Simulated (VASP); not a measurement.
Si48H16CF4, a slab with vacuum:

```
Si H C F
1.0
     7.68059    7.68059    0.00000
    -7.68059    7.68059    0.00000
     0.00000    0.00000   23.42765
Si H C F
48 16 1 4
Direct
  0.69847 0.29870 0.40725
  0.81852 0.68015 0.41088
  0.05851 0.94485 0.40960
  0.30705 0.19219 0.43031
  0.96595 0.53639 0.44083
  0.21037 0.79099 0.42243
  0.46304 0.03334 0.44483
  0.55069 0.44604 0.41842
  0.87984 0.39050 0.37669
  0.87637 0.87189 0.37465
  0.13597 0.12619 0.37497
  0.37533 0.36535 0.37714
  0.11239 0.62470 0.37737
  0.37654 0.89158 0.37845
  0.60546 0.11753 0.37860
  0.62639 0.62071 0.37576
  0.00054 0.25241 0.32269
  0.00463 0.74889 0.31272
  0.25213 0.99782 0.31356
  0.49908 0.24964 0.31494
  0.24796 0.49942 0.32417
  0.49770 0.75470 0.32377
  0.74460 0.00211 0.32245
  0.75076 0.49910 0.31323
  0.87328 0.12672 0.26442
  0.87610 0.62555 0.25727
  0.12546 0.87708 0.25692
  0.37532 0.12453 0.25742
  0.12600 0.37513 0.26311
  0.37391 0.62593 0.26510
  0.62476 0.87383 0.26304
  0.62212 0.37544 0.25828
  0.75009 0.24977 0.20295
  0.74860 0.75146 0.20230
  0.99671 0.00337 0.20288
  0.24888 0.25139 0.20238
  0.00236 0.49827 0.20222
  0.25164 0.74841 0.20271
  0.50161 0.99775 0.20218
  0.49680 0.50303 0.20313
  0.87500 0.37500 0.14551
  0.87500 0.87500 0.14551
  0.12500 0.12500 0.14551
  0.37500 0.37500 0.14551
  0.12500 0.62500 0.14551
  0.37500 0.87500 0.14551
  0.62500 0.12500 0.14551
  0.62500 0.62500 0.14551
  0.95163 0.29837 0.10671
  0.79837 0.45163 0.10671
  0.95163 0.79837 0.10671
  0.79837 0.95163 0.10671
  0.20163 0.04837 0.10671
  0.04837 0.20163 0.10671
  0.45163 0.29837 0.10671
  0.29837 0.45163 0.10671
  0.20163 0.54837 0.10671
  0.04837 0.70163 0.10671
  0.45163 0.79837 0.10671
  0.29837 0.95163 0.10671
  0.70163 0.04837 0.10671
  0.54837 0.20163 0.10671
  0.70163 0.54837 0.10671
  0.54837 0.70163 0.10671
  0.24135 0.75666 0.50316
  0.32618 0.66278 0.50829
  0.28838 0.85544 0.53223
  0.13844 0.71968 0.53252
  0.25502 0.23762 0.49262
```

The cell was built by a generator and needn't be a form met in nature.

Base run:

```yaml
Program: VASP 6.6.1
Functional: PBE
Dispersion: D3(BJ)
Potentials_or_basis: VASP PAW PBE potentials, release 64 (Si, H, C, F)
Cutoff: 400 eV
k_mesh: 1 × 1 × 1
Occupations: gaussian, width 0.05 eV
Spin: no spin polarisation
```

Its results: band gap on the k mesh 0.44 eV, direct; largest force 0.311 eV/Å.

Task: After a change of settings the same cell gave: band gap on the k mesh 0.14 eV, direct; largest force 0.311 eV/Å. Which change was it?
A. dispersion from D3(BJ) to none
B. k mesh from 1 × 1 × 1 to 2 × 2 × 1
C. functional from PBE to rev-vdW-DF2; dispersion from D3(BJ) to none
D. functional from PBE to RPBE

Result: B.
